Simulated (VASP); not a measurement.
Output of a VASP run:

File OSZICAR:
```
...
DAV:   4    -0.349580116886E+02   -0.27464E-01   -0.27460E-01   784   0.521E+00
DAV:   5    -0.349583863623E+02   -0.37467E-03   -0.37465E-03   924   0.617E-01    0.119E+01
DAV:   6    -0.305831940439E+02    0.43752E+01   -0.14895E+01   856   0.296E+01    0.447E+00
DAV:   7    -0.305599838996E+02    0.23210E-01   -0.57299E-01   780   0.607E+00    0.296E+00
DAV:   8    -0.305418141429E+02    0.18170E-01   -0.70561E-02   812   0.283E+00    0.467E-01
DAV:   9    -0.305378840769E+02    0.39301E-02   -0.16855E-02   916   0.977E-01    0.243E-01
DAV:  10    -0.305384329276E+02   -0.54885E-03   -0.17912E-03   796   0.333E-01    0.137E-01
DAV:  11    -0.305383715412E+02    0.61386E-04   -0.16775E-04   832   0.103E-01    0.326E-02
DAV:  12    -0.305383741316E+02   -0.25904E-05   -0.79653E-06   752   0.297E-02    0.760E-03
DAV:  13    -0.305383737700E+02    0.36166E-06   -0.50471E-06   888   0.166E-02    0.594E-03
DAV:  14    -0.305383737076E+02    0.62408E-07   -0.41477E-07   796   0.566E-03
   1 F= -.30538374E+02 E0= -.30538374E+02  d E =-.305384E+02
       N       E                     dE             d eps       ncg     rms          rms(c)
DAV:   1    -0.305386087133E+02   -0.23494E-03   -0.10760E-02   720   0.996E-01    0.514E-02
DAV:   2    -0.305385505541E+02    0.58159E-04   -0.87772E-05   900   0.911E-02    0.288E-02
DAV:   3    -0.305385206471E+02    0.29907E-04   -0.44995E-05   888   0.595E-02    0.187E-03
DAV:   4    -0.305385209310E+02   -0.28381E-06   -0.28638E-06   792   0.159E-02    0.155E-03
DAV:   5    -0.305385208915E+02    0.39483E-07   -0.35670E-08   440   0.195E-03
   2 F= -.30538521E+02 E0= -.30538521E+02  d E =-.147184E-03
       N       E                     dE             d eps       ncg     rms          rms(c)
DAV:   1    -0.305386233557E+02   -0.10242E-03   -0.84956E-03   720   0.885E-01    0.457E-02
DAV:   2    -0.305385773707E+02    0.45985E-04   -0.69331E-05   904   0.810E-02    0.256E-02
DAV:   3    -0.305385537568E+02    0.23614E-04   -0.35518E-05   888   0.529E-02    0.167E-03
DAV:   4    -0.305385539818E+02   -0.22499E-06   -0.22703E-06   784   0.142E-02    0.138E-03
DAV:   5    -0.305385539469E+02    0.34864E-07   -0.28610E-08   416   0.175E-03
   3 F= -.30538554E+02 E0= -.30538554E+02  d E =-.180239E-03
       N       E                     dE             d eps       ncg     rms          rms(c)
DAV:   1    -0.305385357080E+02    0.18274E-04   -0.17278E-02   720   0.121E+00    0.219E-02
DAV:   2    -0.305385493339E+02   -0.13626E-04   -0.25279E-04   844   0.140E-01    0.141E-02
DAV:   3    -0.305385419785E+02    0.73554E-05   -0.81449E-06   828   0.334E-02    0.523E-03
DAV:   4    -0.305385416700E+02    0.30849E-06   -0.63555E-06   832   0.218E-02    0.234E-03
DAV:   5    -0.305385416717E+02   -0.16508E-08   -0.41091E-07   616   0.610E-03
   4 F= -.30538542E+02 E0= -.30538542E+02  d E =0.122752E-04
       N       E                     dE             d eps       ncg     rms          rms(c)
DAV:   1    -0.305385713334E+02   -0.29663E-04   -0.51997E-03   720   0.663E-01    0.122E-02
DAV:   2    -0.305385749709E+02   -0.36375E-05   -0.75402E-05   840   0.768E-02    0.795E-03
DAV:   3    -0.305385727875E+02    0.21834E-05   -0.27155E-06   832   0.193E-02    0.278E-03
DAV:   4    -0.305385726996E+02    0.87930E-07   -0.19775E-06   816   0.120E-02    0.131E-03
DAV:   5    -0.305385726963E+02    0.32281E-08   -0.10538E-07   432   0.313E-03
   5 F= -.30538573E+02 E0= -.30538573E+02  d E =-.187494E-04
```

OUTCAR:
```
------------------------ aborting loop because EDIFF is reached ----------------------------------------
  FORCE on cell =-STRESS in cart. coord.  units (eV):
  Direction    XX          YY          ZZ          XY          YZ          ZX
  --------------------------------------------------------------------------------------
  Total        1.6365405      1.6365405      1.6466749      0.0000000      0.0000000      0.0000000
  in kB       64.6176055     64.6176052     65.0177537      0.0000000      0.0000000      0.0000000
  external PRESSURE =      64.7509881 kB  Pullay stress =       0.0000000 kB
  volume of cell :       40.58
      direct lattice vectors                 reciprocal lattice vectors
     1.542612637 -2.671883457 -0.000000000     0.324125440 -0.187133911  0.000000000
     1.542612637  2.671883457  0.000000000     0.324125440  0.187133911  0.000000000
     0.000000000  0.000000000  4.922458760     0.000000000 -0.000000000  0.203150508
  FREE ENERGIE OF THE ION-ELECTRON SYSTEM (eV)
  ---------------------------------------------------
  free  energy   TOTEN  =       -30.5385726963 eV

  energy  without entropy=      -30.5385726963  energy(sigma->0) =      -30.53857270

 reached required accuracy - stopping structural energy minimisation
```
(Selected blocks of OUTCAR.)

**POSCAR**
```
AlN
1
    1.5410470448    -2.6691717727     0.0000000000
    1.5410470448     2.6691717727     0.0000000000
    0.0000000000     0.0000000000     4.9324655621
Al N
2 2
Direct
  0.6666670000   0.3333330000   0.5000110523
  0.3333330000   0.6666670000   0.0000110523
  0.6666670000   0.3333330000   0.8819889477
  0.3333330000   0.6666670000   0.3819889477
```

Write an INCAR and KPOINTS that could have produced this output.

This is not unique; one that fits is the input of the run itself, AM05 GGA, plane waves, VASP's PBE PAW potentials (set 64).

INCAR:
```
SYSTEM = AlN
PREC = Accurate
ENCUT = 520
EDIFF = 1E-7
NELM = 100
ALGO = Normal
LREAL = .FALSE.
LASPH = .TRUE.
ISMEAR = 0
SIGMA = 0.05
GGA = AM
LWAVE = .FALSE.
LCHARG = .FALSE.
ISIF = 4
IBRION = 2
NSW = 30
EDIFFG = -0.01
```

File KPOINTS:
```
K-points
0
G
 8 8 5
0 0 0
```

POTCAR, in this order: Al N (PBE.64 set). Program: vasp_std.

The compound is AlN in the wurtzite structure. This cell is one point of a volume scan, at 0.97 of the reference volume. Symmetry was kept, so distortions that lower it aren't found.
